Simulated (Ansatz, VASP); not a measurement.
**In in two plane-wave programs**

Aim: how closely do two programs agree when they are given the same cell, functional and k mesh? The cell is taken from a series of runs on this material, whose earlier steps may have relaxed, scaled, displaced or heated it; both programs get it as it stands.

Method: plane waves, with VASP 6.6.1 beside it; relaxation of cell and atoms at PBE with D3(BJ), in Ansatz 0.2.0.

### 1. The starting structure

The structure is tetragonal, space group I4/mmm (No. 139). The conventional cell has a = 3.248 Å, b = 3.248 Å, c = 4.943 Å, α = 90.00°, β = 90.00°, γ = 90.00°. In has 12 In at 3.25 to 3.37 Å nearest.

### 2. VASP: relaxation of cell and atoms, PBE with D3(BJ)

The relaxed volume is the usual yardstick between codes: in a stiff, nearly cubic crystal its relative difference is about their pressure difference at one cell divided by the bulk modulus.

Lines of VASP's logs that name or quote its potential files are left out, and so is its time.

Input file INCAR:

```
SYSTEM = In
PREC = Accurate
ENCUT = 500
EDIFF = 1E-07
NELM = 120
ISMEAR = 1
SIGMA = 0.2
LREAL = .FALSE.
ALGO = Normal
GGA = PE
IVDW = 12
NBANDS = 12
LORBIT = 11
LWAVE = .FALSE.
LCHARG = .FALSE.
ISIF = 3
IBRION = 2
NSW = 80
EDIFFG = -0.005
LASPH = .TRUE.
GGA_COMPAT = .FALSE.
NELMIN = 4
```

Input file POSCAR:

```
In
1.0
   -1.6241050000      1.6241050000      2.4714900000
    1.6241050000     -1.6241050000      2.4714900000
    1.6241050000      1.6241050000     -2.4714900000
In
1
Direct
    0.0000000000      0.0000000000      0.0000000000
```

Input file KPOINTS:

```
Automatic mesh
0
Gamma
24 24 24
0 0 0
```

The projector-augmented-wave data sets are In_d (PBE family, release 64).

Run with:

```bash
mpirun -np 1 vasp_std
```

Numbers of over 12 decimals in the logs are rounded to 6 here.

Log:

```text
[banner, memory and clock lines left out]
running    1 mpi-ranks, on    1 nodes
 distrk:  each k-point on    1 cores,    1 groups
 distr:  one band on    1 cores,    1 groups

 POSCAR found type information on POSCAR In
 POSCAR found :  1 types and       1 ions
 LDA part: xc-table for (Slater+PW92), standard interpolation
 POSCAR, INCAR and KPOINTS ok, starting setup
 FFT: planning ... GRIDC
 FFT: planning ... GRID_SOFT
 FFT: planning ... GRID
 WAVECAR not read
 entering main loop
       N       E                     dE             d eps       ncg     rms          rms(c)
DAV:   1     0.768503192227E+02    0.76850E+02   -0.61446E+03 25936   0.133E+03
DAV:   2     0.110352394925E+01   -0.75747E+02   -0.73774E+02 26832   0.285E+02
DAV:   3    -0.249490388277E+01   -0.35984E+01   -0.35878E+01 30428   0.632E+01
DAV:   4    -0.257556763472E+01   -0.80664E-01   -0.80642E-01 32384   0.947E+00
DAV:   5    -0.257922300392E+01   -0.36554E-02   -0.36553E-02 35340   0.177E+00    0.232E+00
DAV:   6    -0.255608743725E+01    0.23136E-01   -0.36856E-02 32596   0.393E+00    0.115E+00
DAV:   7    -0.255158932682E+01    0.44981E-02   -0.11545E-02 33700   0.204E+00    0.259E-01
DAV:   8    -0.255131275782E+01    0.27657E-03   -0.90918E-04 36044   0.500E-01    0.327E-02
DAV:   9    -0.255131916770E+01   -0.64099E-05   -0.12158E-05 35324   0.477E-02    0.153E-02
DAV:  10    -0.255131994650E+01   -0.77880E-06   -0.13296E-06 28960   0.119E-02    0.169E-03
DAV:  11    -0.255131994369E+01    0.28163E-08   -0.38800E-08 22500   0.193E-03
   1 F= -.28906269E+01 E0= -.28909229E+01  d E =-.289063E+01
[...]
2 F= -.28906404E+01 E0= -.28909400E+01  d E =-.135022E-04
[...]
3 F= -.28906404E+01 E0= -.28909403E+01  d E =-.135147E-04
[...]
4 F= -.28906404E+01 E0= -.28909402E+01  d E =-.135242E-04
 curvature:  -0.46 expect dE=-0.188E-05 dE for cont linesearch -0.338E-08
 trial: gam= 0.15978 g(F)=  0.300E-61 g(S)=  0.409E-05 ort =-0.457E-06 (trialstep = 0.101E+01)
 search vector abs. value=  0.467E-05
 bond charge predicted
       N       E                     dE             d eps       ncg     rms          rms(c)
DAV:   1    -0.255071139442E+01   -0.46248E-04   -0.68624E-04 32492   0.252E-01    0.239E-02
DAV:   2    -0.255069973537E+01    0.11659E-04   -0.16075E-05 37164   0.776E-02    0.154E-02
DAV:   3    -0.255069257903E+01    0.71563E-05   -0.74808E-06 34916   0.756E-02    0.434E-03
DAV:   4    -0.255069257157E+01    0.74629E-08   -0.95208E-07 30112   0.103E-02
   5 F= -.28906440E+01 E0= -.28909455E+01  d E =-.363224E-05
 trial-energy change:   -0.000004  1 .order   -0.000004   -0.000004   -0.000003
 step:   3.9200(harm=  3.9200)  dis= 0.00000  next Energy=    -2.890648 (dE=-0.787E-05)
 reached required accuracy - stopping structural energy minimisation
```

Parts of OUTCAR (step 2):

```text
ion  position               nearest neighbor table
   1  0.000  0.000  0.000-

  LATTYP: Found a body centered tetragonal cell.
 ALAT       =     3.2482100000
 C/A-ratio  =     1.5217550589

 Subroutine GETGRP returns: Found 16 space group operations
 (whereof 16 operations were pure point group operations)

The static configuration has the point symmetry D_4h.

 Found   1063 irreducible k-points:

   k-points           NKPTS =   1063   k-points in BZ     NKDIM =   1063   number of bands    NBANDS=     12

   dimension x,y,z NGX =    28 NGY =   28 NGZ =   28
   dimension x,y,z NGXF=    56 NGYF=   56 NGZF=   56

   ENCUT  =  500.0 eV  36.75 Ry    6.06 a.u.   6.15  6.15  6.15*2*pi/ulx,y,z

   NELECT =      13.0000    total number of electrons

 k-points in reciprocal lattice and weights: Automatic mesh
   0.00000000  0.00000000  0.00000000       0.000
   0.04166667  0.00000000 -0.00000000       0.001
   0.08333333  0.00000000 -0.00000000       0.001
   0.12500000  0.00000000  0.00000000       0.001
   0.16666667  0.00000000  0.00000000       0.001
   0.20833333  0.00000000 -0.00000000       0.001
   0.25000000  0.00000000  0.00000000       0.001
   0.29166667  0.00000000 -0.00000000       0.001
   0.33333333  0.00000000 -0.00000000       0.001
[...]
-0.45833333 -0.45833333  0.45833333       0.000
   0.50000000  0.50000000  0.50000000       0.000

 Edisp (eV)   -0.33998

 average (electrostatic) potential at core
       1 -93.7524

 E-fermi :   7.5917

 k-point     1 :       0.0000    0.0000    0.0000
  band No.  band energies     occupation
    ...
      2      -7.0254      2.00000
      3      -7.0254      2.00000
      4      -6.9449      2.00000
      5      -6.8379      2.00000
      6      -1.9988      2.00000
      7      18.1685      0.00000
      8      18.1685      0.00000
      9      18.3461      0.00000
     10      19.1712      0.00000
     11      21.5780      0.00000
    ...

 k-point     2 :       0.0417    0.0000   -0.0000
  band No.  band energies     occupation
    ...
      2      -7.0255      2.00000
      3      -7.0225      2.00000
      4      -6.9445      2.00000
      5      -6.8391      2.00000
      6      -1.9607      2.00000
      7      17.6570      0.00000
      8      18.1177      0.00000
      9      18.1948      0.00000
     10      19.0617      0.00000
     11      21.7508      0.00000
    ...

 k-point     3 :       0.0833    0.0000   -0.0000
  band No.  band energies     occupation
    ...
      2      -7.0263      2.00000
      3      -7.0145      2.00000
      4      -6.9424      2.00000
      5      -6.8424      2.00000
      6      -1.8458      2.00000
      7      16.4202      0.00000
      8      17.9074      0.00000
      9      17.9826      0.00000
     10      18.9951      0.00000
     11      21.9829      0.00000
    ...

 Edisp (eV)   -0.33995

  Total      -0.00286    -0.00286     0.00491     0.00000    -0.00000     0.00000
  in kB      -0.17575    -0.17575     0.30238     0.00000    -0.00000     0.00000
  external pressure =       -0.02 kB  Pullay stress =        0.00 kB

  energy-cutoff  :      500.00
  volume of cell :       26.03
      direct lattice vectors                 reciprocal lattice vectors
    -1.622443418  1.622443418  2.471993868     0.000000000  0.308177157  0.202265874
     1.622443418 -1.622443418  2.471993868     0.308177157  0.000000000  0.202265874
     1.622443418  1.622443418 -2.471993868     0.308177157  0.308177157  0.000000000

 POSITION                                       TOTAL-FORCE (eV/Angst)
 -----------------------------------------------------------------------------------
     -0.00000      0.00000      0.00000        -0.000000      0.000000      0.000000
 -----------------------------------------------------------------------------------
    total drift:                               -0.000000     -0.000000     -0.000000

  FREE ENERGIE OF THE ION-ELECTRON SYSTEM (eV)
  ---------------------------------------------------
  free  energy   TOTEN  =        -2.8906440343 eV

  energy  without entropy=       -2.8915483954  energy(sigma->0) =       -2.89094549

 reached required accuracy - stopping structural energy minimisation

 total charge
# of ion       s       p       d       tot
------------------------------------------
    1        0.999   0.496   9.850  11.345

[... 3 further parts left out ...]
```

This run has no spin polarisation. Its electron count is odd, so without a moment it is a metal by construction. Dispersion corrections of this kind ignore metallic screening and tend to overbind metals. The run keeps the 16 symmetry operations of its start, so it cannot find a distortion of lower symmetry.

### 3. Ansatz: relaxation of cell and atoms, PBE with D3(BJ)

Ansatz runs on its default PAW (the set named soft_2) files.

The same cell, functional, mesh and smearing now go to Ansatz, which takes its cutoff from its data sets.

Input file input.yaml:

```yaml
crystal:
  lattice:
    - [-1.6241049617, 1.6241049617, 2.4714903014]
    - [1.6241049617, -1.6241049617, 2.4714903014]
    - [1.6241049617, 1.6241049617, -2.4714903014]
  atoms:
    - { symbol: In, position: [0.0, 0.0, 0.0] }
kpoints:
  mp_grid: { grid: [24, 24, 24] }
hamiltonian:
  xc: pbe
  dispersion: d3bj
scf:
  occupations: { method: methfessel_paxton, width: 0.2 }
output:
  forces: true
  stress: true
  eigenvalues: true
relax:
  adjacent_minimum: "off"
  f_tol: 0.001
  max_steps: 60
  cell: { stress_tol: 0.01 }
```

Run with:

```bash
ansatz run input.yaml --threads 4 --pin off --max-ram 7168MiB --backend cpu --events-out ev --progress --plain --runs-dir out
```

Log:

```text
Engine: ansatz 0.2.0, aarch64-unknown-linux-gnu
Pseudopotentials: kind: paw
Pseudopotential: In, paw, valence charge 13, recommended cutoff 420 eV (normal), In.paw.azcp
Functional definition: PBE
  parameter kappa = 0.804
  parameter beta = 0.066725
  exchange = pbe_x(kappa = kappa, mu = beta*pi^2/3)
  correlation = pbe_c(beta = beta)
Crystal: 1 atoms, lattice volume = 26.076 Å³
Basis set: ecut = 420 eV, 533 PW (Γ), exchange–correlation on 48×48×48 points (8 copies of the dense FFT grid, shifted against one another)
Bands: 11, of which v1, the nominal top of the filled ones, is band 7 counted from 1 (6 counted from 0)
Symmetry: 16 space group operations
Space group: I4/mmm (ITA 139), of the structure as read, at distance tolerance 3.0e-5 Å
k-points: 1063 of 13824
Non-local potential: In, projectors of the file, l = 0: 2, l = 1: 2, l = 2: 2, l = 3: 2
PAW form: soft (Blöchl's): semilocal exchange-correlation on the pseudo side does not see the compensation charge
PAW one-centre angular grid: In, 590 points (default); XC on 64 Gauss nodes
Initial density: superposition of atomic densities (neutral atoms: chi_scale 0, normalization atom), corrected by the library's trained network
Initial wavefunctions: pseudopotential atomic-orbital guess
Functional: x = pbe(κ = 0.804, μ = 0.219515), c = pbe(β = 0.066725)
SCF iter   1: F=—  HF=-5598.177173 eV  |F-HF|=—  |Δ(HF+E_count)|=         —  Δρ=9.94e-4  dr2=1.95e-4  ethr=1.77e-3  ⟨swp⟩=5.0  Hψ=63391  notcnv=0
preconditioner: auto → none  [metal: Δε(μ)=0.015 eV  Ē_g=19.741 eV  σ=0.200 eV  W_gap=0.06  n_scr=8 (ndim 8)  ℏωp=26.2 eV  f_vac=0.000  D(μ)=0.37/eV (n_scr^D=0)  sad-step TF]
SCF iter   2: F=—  HF=-5598.176615 eV  |F-HF|=—  |Δ(HF+E_count)|=   5.58e-4  S|Δr|=    0.00e0  Δρ=5.66e-4  dr2=8.42e-5  ethr=1.50e-6  ⟨swp⟩=2.2  Hψ=27297  notcnv=0
SCF iter   3: F=—  HF=-5598.176638 eV  |F-HF|=—  |Δ(HF+E_count)|=   2.34e-5  S|Δr|=    0.00e0  Δρ=3.71e-4  dr2=2.08e-5  ethr=6.48e-7  ⟨swp⟩=2.0  Hψ=18071  notcnv=0
SCF iter   4: F=—  HF=-5598.176627 eV  |F-HF|=—  |Δ(HF+E_count)|=   1.10e-5  S|Δr|=    0.00e0  Δρ=1.16e-4  dr2=1.98e-6  ethr=1.60e-7  ⟨swp⟩=2.3  Hψ=17717  notcnv=0
SCF iter   5: F=—  HF=-5598.176627 eV  |F-HF|=—  |Δ(HF+E_count)|=   4.61e-7  S|Δr|=    0.00e0  Δρ=8.98e-5  dr2=1.00e-6  ethr=1.53e-8  ⟨swp⟩=2.0  Hψ=18189  notcnv=0
SCF iter   6: F=—  HF=-5598.176626 eV  |F-HF|=—  |Δ(HF+E_count)|=   4.77e-7  S|Δr|=    0.00e0  Δρ=3.92e-5  dr2=1.85e-7  ethr=7.69e-9  ⟨swp⟩=2.0  Hψ=16775  notcnv=0
SCF iter   7: F=-5598.176626 eV  HF=-5598.176626 eV  |F-HF|=6.71e-9  |Δ(HF+E_count)|=   1.12e-7  S|Δr|=    0.00e0  Δρ=6.78e-6  dr2=5.56e-9  ethr=7.69e-10  ⟨swp⟩=5.5  Hψ=46929  notcnv=0
SCF 1 converged in 7 iterations: F = -5598.176626 eV  dr2 = 5.56e-9
  greatest PAW one-centre occupation: 0.981 electrons in one spin orbital (limit 2), on the In atom at site 0 (counted from 0), in its partial waves of l = 2
relax step   1: F+E_penalty+E_count = -5598.17662618 eV  Δ(F+E_penalty+E_count) = +0.000e0 eV  max|allowed force component| = 0.000e0 eV/Å  Δτ_max = 0.0000 Å  P = -0.043 GPa  Ω = 26.076 Å³  (7 SCF iters, dr2 threshold 1.00e-7 eV, accepted)
[...]
relax step   2: F+E_penalty+E_count = -5598.17664349 eV  Δ(F+E_penalty+E_count) = -1.731e-5 eV  max|allowed force component| = 0.000e0 eV/Å  Δτ_max = 0.0000 Å  P = -0.003 GPa  Ω = 26.052 Å³  energy of the carried Pulay correction = +6.837e-6 eV  (3 SCF iters, dr2 threshold 1.20e-8 eV, accepted)
[...]
relax step   3: F+E_penalty+E_count = -5598.17665170 eV  Δ(F+E_penalty+E_count) = -8.209e-6 eV  max|allowed force component| = 0.000e0 eV/Å  Δτ_max = 0.0000 Å  P = +0.011 GPa  Ω = 26.044 Å³  energy of the carried Pulay correction = +9.038e-6 eV  (3 SCF iters, dr2 threshold 2.95e-9 eV, accepted)
[...]
relax step   4: F+E_penalty+E_count = -5598.17665023 eV  Δ(F+E_penalty+E_count) = +1.470e-6 eV  max|allowed force component| = 0.000e0 eV/Å  Δτ_max = 0.0000 Å  P = -0.001 GPa  Ω = 26.052 Å³  energy of the carried Pulay correction = +6.927e-6 eV  (3 SCF iters, dr2 threshold 9.98e-10 eV, accepted)
[...]
relax step   5: F+E_penalty+E_count = -5598.17664239 eV  Δ(F+E_penalty+E_count) = +7.839e-6 eV  max|allowed force component| = 0.000e0 eV/Å  Δτ_max = 0.0000 Å  P = -0.001 GPa  Ω = 26.052 Å³  stress off target by 1.74e-3 GPa  SCF on the basis re-selected at this cell (its energy is not comparable with the rows above)  (4 SCF iters)
basis re-selected at this cell: Δ(F+E_penalty+E_count) = +7.839e-6 eV, ΔP = +0.000 GPa vs the last step (what re-selecting the basis moved, of the pressure what is left beyond the Pulay correction that the steps carried, after the strain that the cell walked since its last selection, with what the two solves' SCF thresholds leave and, on support functions, any second-order correction that the steps lacked; it is no measure of the basis error at this ecutwfc). This SCF's stress stands 1.74e-3 GPa from its target on what of the cell is left free (relax.cell.stress_tol is 1.00e-2 GPa) and its largest allowed force component is 0.00e0 eV/Å (relax.f_tol is 1.00e-3 eV/Å): [rest of the remark cut]
SCF converged after 4 iterations
Stability not checked: this state was not tested for a lower state beside it, because cold or Methfessel-Paxton smearing, or corrected tetrahedra, fill the levels in a way that the test cannot read (fill_not_monotonic; see scf.lower_state_search)
Free energy (F): -5598.176642 eV
Harris-Foulkes:  -5598.176642 eV  (|F-HF|=1.82e-12)
Internal energy: -5598.177557 eV  (E = F + TS)
E sigma→0 (E₀):  -5598.176871 eV
Entropy (-TS):   0.000915 eV (0.915 meV/atom)
Fermi energy:    10.327655 eV
--- Per-component energies (eV) ---
  E_band       = -22.700740
  E_kinetic    = 241.477098
  E_local      = -1072.453699  (includes V_loc(G=0)·N_el)
  E_nonlocal   = 366.077018
  E_hartree    = 420.628407
  E_xc         = -216.086267
  E_vxc        = -100.101356  (∫ρ·V_xc dr)
  E_paw        = -4152.139627  (= ΣΔE_a)
  E_vpaw       = -298.956646  (= ΣTr[D̂ρ^β])
  E_aug_tail   = 0.000025  (compensation charges beyond the density's cutoff)
  E_ewald      = -1185.340762
  E_disp       = -0.339751  (pairwise vdW)
  E_smearing   = 0.000915  (= −TS)
  E_closure    = 0.000000  (closes the sum)
  Σ components = -5598.176642   (vs F -5598.176642, Δ=0.00e0)
--- Forces (eV/Å), atoms counted from 1 ---
  atom   1  In    -0.00000000    -0.00000000    -0.00000000
  max |Σ_I F_I| component: 3.57e-31 eV/Å
--- Stress (GPa, compression-positive) ---
       -0.001742      -0.000000      -0.000000
       -0.000000      -0.001742       0.000000
       -0.000000       0.000000      -0.000316
  P = ⅓ Tr σ = -0.0013 GPa (-0.013 kbar)
--- Band table (eV; the first three rows and the last of 1063) ---
  k-point 0: bands = [... 3 lower, -4.2096, -4.1007, 0.7444, 20.8975, 20.8975, 21.0784, 21.8986, 24.2933]
  k-point 1: bands = [... 3 lower, -4.2075, -4.1040, 0.7978, 20.5123, 20.6858, 20.6965, 21.6217, 24.7308]
  k-point 2: bands = [... 3 lower, -4.2020, -4.1132, 0.9582, 19.6843, 19.8821, 20.1574, 21.0491, 25.6553]
  k-point 1062: bands = [... 3 lower, -3.9671, -3.9671, 7.3629, 7.6143, 15.0918, 15.0918, 18.5440, 18.5724]
--- Relaxed structure (4 steps of the walk, 4 accepted, 1 SCFs on fresh bases) ---
  F+E_penalty+E_count = -5598.17664239 eV   max|allowed force component| = 0.000e0 eV/Å   (the final SCF, on the basis selected at the relaxed cell)
  cell:  # Å, volume = 26.0518 Å³
    - [-1.621936, 1.621936, 2.475773]
    - [1.621936, -1.621936, 2.475773]
    - [1.621936, 1.621936, -2.475773]
  atoms:
    - { symbol: In, position: [0.0, 0.0, 0.0] }
```

### 4. Differences

Known differences besides the potentials themselves: the cutoff is 420 eV in Ansatz and 500 eV in VASP; Ansatz adds a Pulay correction to the stress that steers its cell, VASP none. Total energies have different zeros and are not compared.

Both answers:

```
                                         quantity  Ansatz   VASP  difference
                                      volume (Å³)   26.05  26.03     +0.09 %
edge a after relaxation, in the typed setting (Å)   3.375  3.373     +0.07 %
```

### 5. What came out

```
difference in volume (relaxation of cell and atoms, PBE with D3(BJ)) : 0.090 %
```

**Reading.** The difference in volume is 0.090 % (relaxation of cell and atoms, PBE with D3(BJ)), within the 1.2 % picked in this series as the mark of a large difference, as far as the stopping tolerances let one tell. Such differences can come from data sets, numerical settings and the points named under the comparisons, not from the functional's error against experiment.

[Lines on the potential files, build, host, timing and source positions are cut from VASP's logs without a mark.]

[Logs are printed without paths, hosts, clocks, repeated set-up lines and the standing remarks that a program may print on its own settings, such as how far it seeks lower states.]

[Hosts, paths, dates, database ids (printed as entryN), source tags and the programs' standing remarks are cut or masked in the printed files.]
